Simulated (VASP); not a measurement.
The system is SiB2.

```
Si B
1.0
     5.13413   -2.41312    0.02868
     5.09527    2.33107   -0.03051
    -3.02874   -0.03560    4.84399
Si B
4 8
Direct
  0.63349 0.15128 0.71447
  0.36576 0.89122 0.28381
  0.90259 0.36344 0.32777
  0.16975 0.56887 0.68653
  0.18348 0.24530 0.02013
  0.78186 0.42813 0.88515
  0.37126 0.86018 0.92575
  0.77738 0.82580 0.95863
  0.20452 0.56401 0.06800
  0.59362 0.19691 0.13041
  0.04362 0.00779 0.70092
  0.94563 0.95002 0.33619
```

The cell was built by a generator and needn't be a form met in nature.

```yaml
Program: VASP 6.6.1
Task: relaxation of cell and atoms
Functional: PBE
Potentials_or_basis: VASP PAW PBE potentials, release 64 (Si, B)
Cutoff: 520 eV
k_mesh: 5 × 5 × 5
Occupations: gaussian, width 0.15 eV
Spin: no spin polarisation
```

At the start: pressure 12.9 GPa; volume 9.79 Å³/atom.

Task: How do energy, volume and symmetry change on relaxing?

Result: Over 25 steps the energy falls by 280.8 meV/atom and the volume is 9.88 Å³/atom (+0.9 %); space group C2/m (No. 12, to 0.05 Å).

The path:
```
step  energy change (eV)  largest force (eV/Å)  pressure (GPa)  volume (Å³)
   1              0.0000                5.1305           12.95       117.50
   2             -1.5935                2.4283          -12.86       131.26
   3             -2.1415                1.9722           -7.19       125.77
   4             -2.8608                1.1226           -0.37       120.14
   5             -2.9013                0.9768            2.26       118.54
   6             -3.1265                0.6741            0.07       119.36
   7             -3.1543                0.6870           -0.76       119.76
   8             -3.2585                0.4506           -0.52       119.18
   9             -3.2824                0.4174           -0.14       118.78
  10             -3.3278                0.2591            0.63       118.32
  11             -3.3283                0.2871            0.74       118.27
  12             -3.3479                0.1776           -0.65       119.06
  13             -3.3484                0.1717           -0.89       119.20
  14             -3.3598                0.1565            0.26       118.44
  15             -3.3599                0.1611            0.37       118.37
  16             -3.3656                0.1083           -0.03       118.51
  17             -3.3658                0.1156           -0.09       118.54
  18             -3.3681                0.0616            0.01       118.45
  19             -3.3681                0.0643            0.02       118.45
  20             -3.3690                0.0362            0.07       118.45
  21             -3.3691                0.0466            0.09       118.45
  22             -3.3697                0.0393           -0.10       118.58
  23             -3.3698                0.0429           -0.17       118.63
  24             -3.3700                0.0304            0.11       118.47
  25             -3.3701                0.0234            0.05       118.51
```

Final structure:
```yaml
crystal:
  lattice:
    - [5.06446, -2.40468, -0.00761]
    - [5.06438, 2.40915, -0.00645]
    - [-3.00356, -0.00070, 4.86515]
  atoms:
    - { symbol: Si, position: [0.61489, 0.12445, 0.72457] }
    - { symbol: Si, position: [0.38143, 0.88242, 0.28090] }
    - { symbol: Si, position: [0.87728, 0.38755, 0.28146] }
    - { symbol: Si, position: [0.12020, 0.62042, 0.72594] }
    - { symbol: B, position: [0.20687, 0.21445, 0.05566] }
    - { symbol: B, position: [0.79750, 0.43297, 0.89733] }
    - { symbol: B, position: [0.42584, 0.80501, 0.89784] }
    - { symbol: B, position: [0.78756, 0.79531, 0.95041] }
    - { symbol: B, position: [0.19711, 0.57655, 0.10906] }
    - { symbol: B, position: [0.56906, 0.20456, 0.10841] }
    - { symbol: B, position: [0.02558, 0.03275, 0.67844] }
    - { symbol: B, position: [0.96964, 0.97651, 0.32773] }
```
